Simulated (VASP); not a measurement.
A convergence study with VASP on FePt (space group no. 123 when undisturbed): one setting is varied, all else stays as given below, so the limit is that of these other settings. One atom is moved off its site, so that forces are finite.

```
FePt
1.0
    2.73360     0.00000     0.00000
    0.00000     2.73360     0.00000
    0.00000     0.00000     3.72855
Fe Pt
1 1
Direct
  0.00000   0.00000   0.01341
  0.50000   0.50000   0.50000
```
Starting moments (μB, in the order of the record's atoms Fe Pt): 3.0 0.0.

Computed with PBE GGA, VASP's PBE PAW potentials (set 64) (plane waves; VASP). The tightest run used: 300 eV cut-off, 19×19×14 Γ-centred mesh, Gaussian smearing of 0.10 eV, potentials Fe Pt.

Question: The settings run are 2×2×2 mesh; 3×3×2 mesh; 3×3×3 mesh; 4×4×3 mesh; 5×5×4 mesh; 6×6×4 mesh; 6×6×5 mesh; 7×7×5 mesh; 8×8×6 mesh; 9×9×7 mesh; 10×10×8 mesh; 11×11×9 mesh; 13×13×9 mesh; 14×14×10 mesh; 16×16×12 mesh; 17×17×13 mesh; 19×19×14 mesh. From which on does the stress (every component) stay within 0.5 GPa of the tightest run?

Answer: From 13×13×9 mesh on: it is off by 0.31 there and by no more than 0.5 in any finer run, while 11×11×9 mesh is off by 0.78.
```json
[
 {"setting": "2×2×2 mesh", "E (eV/atom)": "-6.3916", "pressure (GPa)": "10.90", "largest force (eV/Å)": "0.483", "moment (μB)": "3.507", "irreducible k-points": "6", "difference judged (GPa)": "21.21"},
 {"setting": "3×3×2 mesh", "E (eV/atom)": "-7.3727", "pressure (GPa)": "4.88", "largest force (eV/Å)": "0.414", "moment (μB)": "3.752", "irreducible k-points": "6", "difference judged (GPa)": "7.33"},
 {"setting": "3×3×3 mesh", "E (eV/atom)": "-7.4604", "pressure (GPa)": "2.12", "largest force (eV/Å)": "0.420", "moment (μB)": "3.487", "irreducible k-points": "6", "difference judged (GPa)": "8.16"},
 {"setting": "4×4×3 mesh", "E (eV/atom)": "-7.4269", "pressure (GPa)": "0.59", "largest force (eV/Å)": "0.476", "moment (μB)": "3.319", "irreducible k-points": "12", "difference judged (GPa)": "7.21"},
 {"setting": "5×5×4 mesh", "E (eV/atom)": "-7.3648", "pressure (GPa)": "2.59", "largest force (eV/Å)": "0.424", "moment (μB)": "3.533", "irreducible k-points": "18", "difference judged (GPa)": "3.59"},
 {"setting": "6×6×4 mesh", "E (eV/atom)": "-7.4117", "pressure (GPa)": "0.12", "largest force (eV/Å)": "0.425", "moment (μB)": "3.290", "irreducible k-points": "30", "difference judged (GPa)": "1.26"},
 {"setting": "6×6×5 mesh", "E (eV/atom)": "-7.4095", "pressure (GPa)": "0.04", "largest force (eV/Å)": "0.429", "moment (μB)": "3.254", "irreducible k-points": "30", "difference judged (GPa)": "1.13"},
 {"setting": "7×7×5 mesh", "E (eV/atom)": "-7.3925", "pressure (GPa)": "1.00", "largest force (eV/Å)": "0.424", "moment (μB)": "3.283", "irreducible k-points": "30", "difference judged (GPa)": "0.73"},
 {"setting": "8×8×6 mesh", "E (eV/atom)": "-7.4113", "pressure (GPa)": "0.73", "largest force (eV/Å)": "0.427", "moment (μB)": "3.351", "irreducible k-points": "60", "difference judged (GPa)": "0.30"},
 {"setting": "9×9×7 mesh", "E (eV/atom)": "-7.4027", "pressure (GPa)": "0.80", "largest force (eV/Å)": "0.428", "moment (μB)": "3.279", "irreducible k-points": "60", "difference judged (GPa)": "0.62"},
 {"setting": "10×10×8 mesh", "E (eV/atom)": "-7.4051", "pressure (GPa)": "1.14", "largest force (eV/Å)": "0.428", "moment (μB)": "3.362", "irreducible k-points": "105", "difference judged (GPa)": "0.80"},
 {"setting": "11×11×9 mesh", "E (eV/atom)": "-7.4025", "pressure (GPa)": "0.87", "largest force (eV/Å)": "0.423", "moment (μB)": "3.305", "irreducible k-points": "105", "difference judged (GPa)": "0.78"},
 {"setting": "13×13×9 mesh", "E (eV/atom)": "-7.4035", "pressure (GPa)": "0.47", "largest force (eV/Å)": "0.422", "moment (μB)": "3.284", "irreducible k-points": "140", "difference judged (GPa)": "0.31"},
 {"setting": "14×14×10 mesh", "E (eV/atom)": "-7.4028", "pressure (GPa)": "0.70", "largest force (eV/Å)": "0.423", "moment (μB)": "3.293", "irreducible k-points": "216", "difference judged (GPa)": "0.17"},
 {"setting": "16×16×12 mesh", "E (eV/atom)": "-7.4037", "pressure (GPa)": "0.56", "largest force (eV/Å)": "0.422", "moment (μB)": "3.294", "irreducible k-points": "315", "difference judged (GPa)": "0.11"},
 {"setting": "17×17×13 mesh", "E (eV/atom)": "-7.4027", "pressure (GPa)": "0.71", "largest force (eV/Å)": "0.422", "moment (μB)": "3.294", "irreducible k-points": "315", "difference judged (GPa)": "0.10"},
 {"setting": "19×19×14 mesh", "E (eV/atom)": "-7.4030", "pressure (GPa)": "0.61", "largest force (eV/Å)": "0.423", "moment (μB)": "3.303", "irreducible k-points": "440", "difference judged (GPa)": "0.00"}
]
```

Left out are rungs that failed or repeat a setting and relaxations that didn't move; long series are thinned to 24 rows.

The structure is a typed FePt crystal (space group no. 123). The cell was not relaxed at this level, it is distorted from the ideal structure. The spin order is the one that the start imposed; others were not tried in this run.
